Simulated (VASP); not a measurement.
Output of a VASP run:

OSZICAR:
```
       N       E                     dE             d eps       ncg     rms          rms(c)
DAV:   1    -0.601329756254E+03   -0.60133E+03   -0.11238E+01   728   0.785E+00    0.162E+01
DAV:   2    -0.601409758811E+03   -0.80003E-01   -0.30335E-01   784   0.118E+00    0.117E+01
DAV:   3    -0.601392385783E+03    0.17373E-01   -0.14991E-02   848   0.269E-01    0.687E+00
DAV:   4    -0.601385978440E+03    0.64073E-02   -0.44725E-03   812   0.140E-01    0.395E+00
DAV:   5    -0.601383986642E+03    0.19918E-02   -0.11266E-03   812   0.697E-02    0.226E+00
DAV:   6    -0.601383321067E+03    0.66558E-03   -0.24621E-04   796   0.352E-02    0.129E+00
DAV:   7    -0.601383102746E+03    0.21832E-03   -0.83997E-05   780   0.219E-02    0.739E-01
DAV:   8    -0.601383034991E+03    0.67754E-04   -0.23699E-05   468   0.125E-02    0.428E-01
DAV:   9    -0.601383015242E+03    0.19750E-04   -0.10911E-05   452   0.922E-03    0.243E-01
DAV:  10    -0.601383010538E+03    0.47042E-05   -0.31321E-06   458   0.494E-03
   1 F= -.60138301E+03 E0= -.60138301E+03  d E =-.383459E-14  mag=     1.0000
```

File OUTCAR:
```
------------------------ aborting loop because EDIFF is reached ----------------------------------------
  volume of cell :      755.65
      direct lattice vectors                 reciprocal lattice vectors
     4.640980826 -8.038414841  0.000000000     0.107735847 -0.062201318  0.000000000
     4.640980826  8.038414841  0.000000000     0.107735847  0.062201318  0.000000000
     0.000000000  0.000000000 10.127683410     0.000000000  0.000000000  0.098739263
  FREE ENERGIE OF THE ION-ELECTRON SYSTEM (eV)
  ---------------------------------------------------
  free  energy   TOTEN  =      -601.3830105376 eV

  energy  without entropy=     -601.3830105376  energy(sigma->0) =     -601.38301054

  exchange ACFDT corr.  =         0.00000000  see jH, gK, PRB 81, 115126

 total charge

# of ion       s       p       d       tot
------------------------------------------
    1        0.707   0.990   0.000   1.697
    2        0.706   0.996   0.000   1.701
    3        0.708   0.975   0.000   1.683
    4        0.711   1.000   0.000   1.711
    5        0.708   0.992   0.000   1.700
    6        0.713   1.010   0.000   1.722
    7        0.709   0.978   0.000   1.686
    8        0.707   0.981   0.000   1.688
    9        0.708   0.984   0.000   1.692
   10        0.706   0.986   0.000   1.691
   11        0.709   0.981   0.000   1.690
   12        0.707   0.981   0.000   1.687
   13        0.706   0.983   0.000   1.688
   14        0.703   0.978   0.000   1.682
   15        0.708   0.975   0.000   1.683
   16        0.709   0.979   0.000   1.688
   17        0.708   0.994   0.000   1.702
   18        0.725   1.066   0.000   1.791
   19        0.724   1.045   0.000   1.769
   20        0.706   0.984   0.000   1.690
   21        0.795   1.287   0.000   2.082
   22        0.708   0.984   0.000   1.692
   23        0.706   0.986   0.000   1.691
   24        0.707   0.978   0.000   1.686
   25        0.707   0.981   0.000   1.688
   26        0.707   0.990   0.000   1.697
   27        0.706   0.996   0.000   1.702
   28        0.709   0.982   0.000   1.690
   29        0.711   1.000   0.000   1.710
   30        0.708   0.994   0.000   1.702
   31        0.725   1.066   0.000   1.792
   32        0.709   0.978   0.000   1.686
   33        0.706   0.984   0.000   1.690
   34        0.708   0.991   0.000   1.699
   35        0.708   1.055   0.000   1.763
   36        0.707   0.978   0.000   1.686
   37        0.704   0.986   0.000   1.689
   38        0.827   1.732   0.000   2.559
   39        0.831   1.738   0.000   2.569
   40        0.831   1.735   0.000   2.566
   41        0.832   1.747   0.000   2.579
   42        0.828   1.734   0.000   2.562
   43        0.829   1.724   0.000   2.553
   44        0.831   1.745   0.000   2.576
   45        0.829   1.721   0.000   2.550
   46        0.827   1.725   0.000   2.552
   47        0.829   1.721   0.000   2.550
   48        0.829   1.729   0.000   2.558
   49        0.827   1.721   0.000   2.549
   50        0.826   1.723   0.000   2.548
   51        0.827   1.729   0.000   2.556
   52        0.831   1.735   0.000   2.566
...
```
(Selected blocks of OUTCAR.)

File POSCAR:
```
C35Si37
1
    4.6409808260    -8.0384148411     0.0000000000
    4.6409808260     8.0384148411     0.0000000000
    0.0000000000     0.0000000000    10.1276834096
Si C
37 35
Direct
  0.9983685816   0.9991026382   0.0002041127
  0.9944625771   0.9963641548   0.4992240772
  0.2211098556   0.1104863552   0.7501661827
  0.1072792257   0.2186203525   0.2477714802
  0.9994225643   0.3323395738   0.0000595628
  0.9997586631   0.3328795617   0.5013660406
  0.2212866932   0.4428467625   0.7513176779
  0.1103098385   0.5541282976   0.2527550622
  0.9996958217   0.6656253608   0.0007306283
  0.9998041146   0.6655433123   0.5015607355
  0.2217259325   0.7769215553   0.7501004605
  0.1106500209   0.8887892183   0.2509727373
  0.3328533610   0.9991728352   0.0002140323
  0.3333365246   0.0000448311   0.5010717268
  0.5559277053   0.1105017100   0.7501779983
  0.4432822032   0.2200804269   0.2510290909
  0.3299683337   0.3310822270   0.0044244672
  0.3070611932   0.3190159571   0.4917258983
  0.5553312869   0.4441794374   0.7744371857
  0.4439096482   0.5543687328   0.2505306708
  0.5603928358   0.4543167425   0.5579087562
  0.3324465034   0.6656245059   0.0007107111
  0.3323431555   0.6655616637   0.5015673085
  0.5552287145   0.7773029925   0.7515341385
  0.4446673973   0.8887643776   0.2510046967
  0.6672685553   0.9990847629   0.0002313961
  0.6684385271   0.9963419230   0.4992437885
  0.8885320945   0.1105703537   0.7508115275
  0.7777869505   0.2186551762   0.2477955433
  0.6676030076   0.3310926738   0.0044369834
  0.6784950005   0.3191482292   0.4917448370
  0.8880118679   0.4428786128   0.7513050649
  0.7770456993   0.5543949965   0.2504990360
  0.6681131771   0.6696722482   0.0056604527
  0.6881035170   0.7096338314   0.4863808488
  0.8885806816   0.7773045059   0.7515139063
  0.7789157322   0.8912909221   0.2535903928
  0.9994037470   0.9994214028   0.8130981305
  0.0012977517   0.9999585442   0.3122337881
  0.2155804121   0.1051423981   0.5610727761
  0.1075980949   0.2199898743   0.0612393482
  0.9994905039   0.3325669874   0.8132066363
  0.9989884109   0.3314779260   0.3131803204
  0.2161650856   0.4430083471   0.5624563585
  0.1104952563   0.5544521173   0.0626059209
  0.9993827744   0.6655492751   0.8129971518
  0.9991937144   0.6656631393   0.3138267187
  0.2218308727   0.7770707160   0.5621187967
  0.1105145694   0.8880635050   0.0613259690
  0.3330001844   0.9994301472   0.8121728841
  0.3325742786   0.9986079938   0.3131860535
  0.5561665327   0.1052156659   0.5610713852
  0.4436614314   0.2208390866   0.0625071001
  0.3285118480   0.3301565340   0.8196753310
  0.3274175466   0.3294927372   0.3060351469
  0.4432898185   0.5548973844   0.0622762827
  0.3326698504   0.6655520921   0.8129880862
  0.3329981676   0.6656431439   0.3138406370
  0.5515928982   0.7818536120   0.5638846452
  0.4440567294   0.8880257371   0.0613447497
  0.6665409632   0.9994199890   0.8131177428
  0.6651778493   0.9999546983   0.3122628852
  0.8891328955   0.1116929987   0.5623241835
  0.7788796218   0.2199955313   0.0612337909
  0.6681577448   0.3301880826   0.8196894678
  0.6685942549   0.3295862484   0.3060748499
  0.8934032248   0.4430204566   0.5624271715
  0.7781366599   0.5549109543   0.0622861497
  0.6687106191   0.6709023338   0.8207130136
  0.6672689464   0.6679873866   0.3036740884
  0.8968316969   0.7818200731   0.5638759153
  0.7789664825   0.8913700621   0.0637363081
```

### Question
Write an INCAR and KPOINTS that could have produced this output.

### Answer
One answer among several that fit: the input of the run itself, HSE06 screened hybrid, plane waves, VASP's PBE PAW potentials (set 64).

INCAR:
```
AEXX  =  0.25
ALGO  =  Normal
EDIFF  =  1E-5
ENCUT  =  400
GGA  =  PE
HFSCREEN  =  0.2
ISIF  =  0
ISMEAR  =  0
ISPIN  =  2
ISYM  =  0
LASPH  =  .TRUE.
LCHARG  =  .FALSE.
LHFCALC  =  .TRUE.
LORBIT  =  10
LREAL  =  Auto
LWAVE  =  .FALSE.
MAGMOM  =  72*0.0139
NELECT  =  289.0
NELM  =  50
NELMIN  =  4
NUPDOWN  =  1
PREC  =  Normal
PRECFOCK  =  Fast
SIGMA  =  0.05
SYSTEM  =  C35Si37
```

### KPOINTS
```
K-points
0
gamma
  1 1 1
0 0 0
```

POTCAR, in this order: Si C (PBE.64 set). Program: vasp_gam. Read from the step before: WAVECAR.

The cell is charged, with a uniform compensating background. The supercell is sampled at Γ alone, which is coarse: total energies, pressure and levels can be off, energies of defects by several tenths of an eV.

The cell is a supercell with a defect, built from SiC (4h): Si_C, charge -1. The cell's shape comes from a PBE relaxation.
